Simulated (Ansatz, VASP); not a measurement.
**Ru (Ruthenium): VASP beside Ansatz**

Aim: how closely do two programs agree when they are given the same cell, functional and k mesh? The cell is taken from a series of runs on this material, whose earlier steps may have relaxed, scaled, displaced or heated it; both programs get it as it stands.

Method: plane waves, with VASP 6.6.1 beside it; zone-centre phonons at LDA, in Ansatz 0.2.0.

**1. Starting point**

Symmetry: P6_3/mmc, No. 194, hexagonal system. Conventional cell: a = 2.693 Å, b = 2.693 Å, c = 4.249 Å, α = 90.00°, β = 90.00°, γ = 120.00°. Nearest to Ru lie 12 Ru at 2.63 to 2.69 Å.

As a file:

```cif
data_structure
_symmetry_space_group_name_H-M 'P6_3/mmc'
_symmetry_Int_Tables_number 194
_cell_length_a 2.6934
_cell_length_b 2.6934
_cell_length_c 4.2493
_cell_angle_alpha 90.000
_cell_angle_beta 90.000
_cell_angle_gamma 120.000
_cell_volume 26.70
loop_
_atom_site_label
_atom_site_type_symbol
_atom_site_symmetry_multiplicity
_atom_site_Wyckoff_symbol
_atom_site_fract_x
_atom_site_fract_y
_atom_site_fract_z
_atom_site_occupancy
Ru1 Ru 2 c 0.33333 0.66667 0.25000 1
```

**2. VASP: zone-centre phonons, LDA**

Second derivatives magnify differences that forces hide, and they need a tight electronic threshold.

Lines of VASP's logs that name or quote its potential files are left out, and so is its time.

INCAR reads:

```
SYSTEM = Ru
PREC = Accurate
ENCUT = 500
EDIFF = 1E-08
NELM = 120
ISMEAR = 1
SIGMA = 0.2
LREAL = .FALSE.
ALGO = Normal
GGA = PW92
NBANDS = 20
LASPH = .TRUE.
LORBIT = 11
LWAVE = .FALSE.
LCHARG = .FALSE.
ISIF = 2
IBRION = 8
GGA_COMPAT = .FALSE.
KPAR = 2
```

POSCAR reads:

```
Ru
1.0
    2.6934487996      0.0000000000      0.0000000000
   -1.3467243998      2.3325950842      0.0000000000
    0.0000000000      0.0000000000      4.2493059914
Ru
2
Direct
    0.3333333334      0.6666666668      0.2500000000
    0.6666666668      0.3333333334      0.7500000000
```

KPOINTS reads:

```
Automatic mesh
0
Gamma
18 18 12
0 0 0
```

The projector-augmented-wave data sets are Ru_pv (LDA family, release 64).

On the command line:

```sh
$ mpirun -np 2 vasp_std
```

Numbers of over 12 decimals in the logs are rounded to 6 here.

The log of the run:

```text
[banner, memory and clock lines left out]
running    2 mpi-ranks, on    1 nodes
 distrk:  each k-point on    1 cores,    2 groups
 distr:  one band on    1 cores,    1 groups

 POSCAR found type information on POSCAR Ru
 POSCAR found :  1 types and       2 ions
|                                                                             |
|               ----> ADVICE to this user running VASP <----                  |
|                                                                             |
|     You enforced a specific xc type in the INCAR file but a different       |
|     [... a line on the potential file left out ...]
|     I HOPE YOU KNOW WHAT YOU ARE DOING!                                     |
|                                                                             |

 LDA part: xc-table for (Slater(with rela. corr.)+PW92), standard interpolation
 POSCAR, INCAR and KPOINTS ok, starting setup
 FFT: planning ... GRIDC
 FFT: planning ... GRID_SOFT
 FFT: planning ... GRID
 WAVECAR not read
 entering main loop
       N       E                     dE             d eps       ncg     rms          rms(c)
DAV:   1     0.278899379693E+03    0.27890E+03   -0.17376E+04 10368   0.152E+03
DAV:   2    -0.169800776760E+02   -0.29588E+03   -0.28760E+03 10664   0.454E+02
DAV:   3    -0.227905731799E+02   -0.58105E+01   -0.57614E+01 11876   0.713E+01
DAV:   4    -0.228364877909E+02   -0.45915E-01   -0.45856E-01 13328   0.598E+00
DAV:   5    -0.228371704446E+02   -0.68265E-03   -0.68069E-03 11592   0.635E-01    0.191E+01
DAV:   6    -0.214664405016E+02    0.13707E+01   -0.32446E+00 11864   0.178E+01    0.506E+00
DAV:   7    -0.213836978247E+02    0.82743E-01   -0.49179E-01 11800   0.498E+00    0.111E+00
DAV:   8    -0.213737943992E+02    0.99034E-02   -0.24799E-02 11568   0.131E+00    0.340E-01
DAV:   9    -0.213730123949E+02    0.78200E-03   -0.13208E-03 11900   0.406E-01    0.325E-02
DAV:  10    -0.213730288403E+02   -0.16445E-04   -0.12098E-04 11644   0.112E-01    0.244E-02
DAV:  11    -0.213730266860E+02    0.21543E-05   -0.18701E-05 11728   0.418E-02    0.114E-03
DAV:  12    -0.213730266557E+02    0.30280E-07   -0.22187E-07 11984   0.436E-03    0.123E-03
DAV:  13    -0.213730266566E+02   -0.91768E-09   -0.52695E-09  7540   0.701E-04
   1 F= -.21373027E+02 E0= -.21373193E+02  d E =0.498415E-03
 Linear response reoptimize wavefunctions to high precision
DAV:   1    -0.213730266610E+02   -0.44079E-08   -0.61856E-10  7144   0.256E-04
DAV:   2    -0.213730266610E+02    0.15007E-10   -0.44467E-11  6924   0.749E-05
 Linear response DOF=           2
 Linear response progress:
  Degree of freedom:   1/  2
       N       E                     dE             d eps       ncg     rms          rms(c)
RMM:   1    -0.505843139486E+00   -0.50584E+00    0.33612E+00 46347   0.594E+01
RMM:   2    -0.607609549674E+00   -0.10177E+00   -0.11801E-01 63562   0.289E+00    0.141E-01
RMM:   3    -0.606462279548E+00    0.11473E-02   -0.34072E-03 72977   0.491E-01    0.635E-02
RMM:   4    -0.605282526057E+00    0.11798E-02   -0.45531E-04 72850   0.168E-01    0.236E-02
RMM:   5    -0.605123312107E+00    0.15921E-03   -0.46244E-05 88175   0.425E-02    0.993E-03
RMM:   6    -0.605041665701E+00    0.81646E-04   -0.49160E-05 77109   0.125E-02    0.575E-03
RMM:   7    -0.605036002584E+00    0.56631E-05   -0.36873E-05 77012   0.717E-03    0.723E-04
RMM:   8    -0.605054174103E+00   -0.18172E-04   -0.19238E-05 94811   0.230E-03    0.338E-04
RMM:   9    -0.605062481253E+00   -0.83072E-05   -0.12773E-05 85231   0.960E-04    0.680E-05
RMM:  10    -0.605062904086E+00   -0.42283E-06   -0.71105E-06 99196   0.515E-04    0.197E-05
RMM:  11    -0.605063302384E+00   -0.39830E-06   -0.38161E-06 87060   0.312E-04    0.791E-06
RMM:  12    -0.605063308718E+00   -0.63346E-08   -0.22542E-06 97539   0.216E-04    0.353E-06
RMM:  13    -0.605063290289E+00    0.18430E-07   -0.13010E-06100822   0.166E-04    0.142E-06
RMM:  14    -0.605063333675E+00   -0.43387E-07   -0.84353E-07 91696   0.142E-04    0.334E-07
RMM:  15    -0.605063343681E+00   -0.10006E-07   -0.54255E-07 91256   0.125E-04    0.460E-07
RMM:  16    -0.605063348653E+00   -0.49717E-08   -0.34424E-07 83109   0.117E-04    0.362E-07
RMM:  17    -0.605063361870E+00   -0.13217E-07   -0.19458E-07 89233   0.112E-04    0.307E-07
RMM:  18    -0.605063358370E+00    0.34999E-08   -0.16637E-07 77105   0.108E-04    0.289E-07
RMM:  19    -0.605063362502E+00   -0.41323E-08   -0.11548E-07 69631   0.106E-04    0.162E-07
RMM:  20    -0.605063369845E+00   -0.73428E-08   -0.97184E-08 74052   0.105E-04    0.125E-07
 first order change of Fermi-energy  -0.92906E-06
 force on displaced ion       1 direction 1 :  -7.853   0.001   0.000
 Linear response progress:
  Degree of freedom:   2/  2
       N       E                     dE             d eps       ncg     rms          rms(c)
RMM:   1    -0.619837774235E+00   -0.61984E+00    0.38599E+00 15969   0.602E+01
RMM:   2    -0.733915361403E+00   -0.11408E+00   -0.13318E-01 22055   0.302E+00    0.141E-01
RMM:   3    -0.733874947590E+00    0.40414E-04   -0.22716E-03 25243   0.465E-01    0.712E-02
RMM:   4    -0.733241402334E+00    0.63355E-03   -0.40679E-04 24706   0.162E-01    0.209E-02
RMM:   5    -0.733107993965E+00    0.13341E-03    0.76566E-05 29428   0.508E-02    0.133E-02
RMM:   6    -0.733046235334E+00    0.61759E-04    0.20374E-05 26589   0.162E-02    0.957E-03
RMM:   7    -0.733015738442E+00    0.30497E-04    0.13737E-06 25382   0.980E-03    0.277E-03
RMM:   8    -0.733007121126E+00    0.86173E-05    0.19955E-05 28283   0.392E-03    0.670E-04
RMM:   9    -0.733015266117E+00   -0.81450E-05    0.86721E-06 28147   0.175E-03    0.987E-05
RMM:  10    -0.733015652811E+00   -0.38669E-06    0.13573E-05 29854   0.782E-04    0.462E-05
RMM:  11    -0.733017170419E+00   -0.15176E-05    0.57969E-06 30984   0.375E-04    0.115E-05
RMM:  12    -0.733017711082E+00   -0.54066E-06    0.87520E-07 30325   0.251E-04    0.490E-06
RMM:  13    -0.733017590716E+00    0.12037E-06    0.24559E-06 32516   0.188E-04    0.141E-06
RMM:  14    -0.733017822486E+00   -0.23177E-06    0.17565E-07 33255   0.153E-04    0.804E-07
RMM:  15    -0.733017779713E+00    0.42774E-07    0.55986E-07 32385   0.133E-04    0.814E-07
RMM:  16    -0.733017821686E+00   -0.41974E-07    0.31977E-07 31243   0.124E-04    0.188E-07
RMM:  17    -0.733017860027E+00   -0.38341E-07   -0.48808E-08 25776   0.116E-04    0.401E-07
RMM:  18    -0.733017849548E+00    0.10479E-07    0.11531E-07 28623   0.112E-04    0.218E-07
RMM:  19    -0.733017879329E+00   -0.29781E-07   -0.16322E-07 25360   0.109E-04    0.181E-07
RMM:  20    -0.733017865453E+00    0.13875E-07   -0.16753E-08 22717   0.107E-04    0.253E-07
RMM:  21    -0.733017877233E+00   -0.11780E-07   -0.73064E-08 29961   0.106E-04    0.110E-07
RMM:  22    -0.733017873584E+00    0.36487E-08   -0.35689E-08 22473   0.105E-04    0.800E-08
 first order change of Fermi-energy   0.94756E-04
 force on displaced ion       1 direction 3 :   0.000  -0.000 -13.043
 Linear response finished
```

OUTCAR, selected parts (step 2):

```text
ion  position               nearest neighbor table
   1  0.333  0.667  0.250-   2 2.63   2 2.63   2 2.63   2 2.63   2 2.63   2 2.63
   2  0.667  0.333  0.750-   1 2.63   1 2.63   1 2.63   1 2.63   1 2.63   1 2.63

  LATTYP: Found a hexagonal cell.
 ALAT       =     2.6934487996
 C/A-ratio  =     1.5776449851

 Subroutine GETGRP returns: Found 24 space group operations
 (whereof 12 operations were pure point group operations)

The static configuration has the point symmetry D_3d.
 The point group associated with its full space group is D_6h.

 Found    259 irreducible k-points:

   k-points           NKPTS =    259   k-points in BZ     NKDIM =    259   number of bands    NBANDS=     20

   dimension x,y,z NGX =    20 NGY =   20 NGZ =   32
   dimension x,y,z NGXF=    40 NGYF=   40 NGZF=   64

   ENCUT  =  500.0 eV  36.75 Ry    6.06 a.u.   4.91  4.91  7.75*2*pi/ulx,y,z

   NELECT =      28.0000    total number of electrons

 k-points in reciprocal lattice and weights: Automatic mesh
   0.00000000  0.00000000  0.00000000       0.000
   0.05555556  0.00000000  0.00000000       0.002
   0.11111111  0.00000000  0.00000000       0.002
   0.16666667  0.00000000  0.00000000       0.002
   0.22222222 -0.00000000  0.00000000       0.002
   0.27777778  0.00000000  0.00000000       0.002
   0.33333333  0.00000000  0.00000000       0.002
   0.38888889 -0.00000000  0.00000000       0.002
   0.44444444 -0.00000000  0.00000000       0.002
[...]
0.33333333  0.27777778  0.50000000       0.003
   0.33333333  0.33333333  0.50000000       0.001

 average (electrostatic) potential at core
       1 -67.1776       2 -67.1776

  Total       -1.0658497     -1.0658497     -1.0576594      0.0000000      0.0000000      0.0000000
  in kB      -63.9647148    -63.9647148    -63.4731877      0.0000000      0.0000000      0.0000000
  external PRESSURE =     -63.8008724 kB  Pullay stress =       0.0000000 kB

  energy-cutoff  :      500.00
  volume of cell :       26.70
      direct lattice vectors                 reciprocal lattice vectors
     2.693448800  0.000000000  0.000000000     0.371271212  0.214353534  0.000000000
    -1.346724400  2.332595084  0.000000000     0.000000000  0.428707068  0.000000000
     0.000000000  0.000000000  4.249305991     0.000000000  0.000000000  0.235332547

 POSITION                                       TOTAL-FORCE (eV/Angst)
 -----------------------------------------------------------------------------------
      0.00000      1.55506      1.06233         0.000000     -0.000000     -0.000000
      1.34672      0.77753      3.18698        -0.000000      0.000000      0.000000
 -----------------------------------------------------------------------------------
    total drift:                               -0.000000     -0.000000      0.000000

 Eigenvectors and eigenvalues of the dynamical matrix
 ----------------------------------------------------

   1 f  =    7.942196 THz    49.902287 2PiTHz  264.923133 cm-1    32.846267 meV
             X         Y         Z           dx          dy          dz
      0.000000  1.555063  1.062326     0.000000    0.000000   -0.707107
      1.346724  0.777532  3.186979     0.000000    0.000000    0.707107

   2 f  =    6.162642 THz    38.721024 2PiTHz  205.563622 cm-1    25.486629 meV
             X         Y         Z           dx          dy          dz
      0.000000  1.555063  1.062326    -0.707107    0.000000    0.000000
      1.346724  0.777532  3.186979     0.707107    0.000000    0.000000

   3 f  =    6.162642 THz    38.721024 2PiTHz  205.563622 cm-1    25.486629 meV
             X         Y         Z           dx          dy          dz
      0.000000  1.555063  1.062326     0.000000   -0.707107    0.000000
      1.346724  0.777532  3.186979     0.000000    0.707107    0.000000

   4 f  =    0.000000 THz     0.000000 2PiTHz    0.000000 cm-1     0.000000 meV
             X         Y         Z           dx          dy          dz
      0.000000  1.555063  1.062326     0.707107    0.000000    0.000000
      1.346724  0.777532  3.186979     0.707107    0.000000    0.000000

   5 f  =    0.000000 THz     0.000000 2PiTHz    0.000000 cm-1     0.000000 meV
             X         Y         Z           dx          dy          dz
      0.000000  1.555063  1.062326     0.000000    0.707107    0.000000
      1.346724  0.777532  3.186979     0.000000    0.707107    0.000000

   6 f  =    0.000000 THz     0.000000 2PiTHz    0.000000 cm-1     0.000000 meV
             X         Y         Z           dx          dy          dz
      0.000000  1.555063  1.062326     0.000000    0.000000    0.707107
      1.346724  0.777532  3.186979     0.000000    0.000000    0.707107

 ELASTIC MODULI CONTR FROM IONIC RELAXATION (kBar)
 Direction    XX          YY          ZZ          XY          YZ          ZX
 --------------------------------------------------------------------------------
 XX         -58.5652     58.5652      0.0000      0.0000     -0.0000     -0.0000
 YY          58.5652    -58.5652      0.0000     -0.0000      0.0000      0.0000
 ZZ           0.0000      0.0000      0.0000      0.0000      0.0000      0.0000
 XY           0.0000     -0.0000      0.0000    -58.5652      0.0000      0.0000
 YZ          -0.0000      0.0000      0.0000      0.0000     -0.0000     -0.0000
 ZX          -0.0000      0.0000      0.0000      0.0000     -0.0000     -0.0000
 --------------------------------------------------------------------------------
```

(Continued in part 2 of 2.)

[Lines on the potential files, build, host, timing and source positions are cut from VASP's logs without a mark.]

[Logs are printed without paths, hosts, clocks, repeated set-up lines and the standing remarks that a program may print on its own settings, such as how far it seeks lower states.]

[Hosts, paths, dates, database ids (printed as entryN), source tags and the programs' standing remarks are cut or masked in the printed files.]
